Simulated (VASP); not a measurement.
```
CELL_PARAMETERS angstrom
      0.00000     1.89654     1.89654
      1.89654     0.00000     1.89654
      1.89654     1.89654     0.00000
ATOMIC_POSITIONS crystal
  Rh 0.00000 0.00000 0.00000
```

The numbers are results of PBE GGA with D3 dispersion (Becke-Johnson damping), VASP's PBE PAW potentials (set 64) (plane waves; VASP), not measurements. Run with 520 eV cut-off, 18×18×18 Γ-centred mesh, tetrahedra with Blöchl corrections, potentials Rh_pv.

What does the run give for the energy per atom (σ→0), band gap (on the k-mesh) with the smallest direct gap where there is one?

| Item | Result |
|---|---|
| band gap (on the k-mesh) | none (metal, semimetal or under 0.01 eV) |
| energy per atom (σ→0) | -7.900 eV/atom |

The compound is Rh in the fcc structure. It was relaxed first.
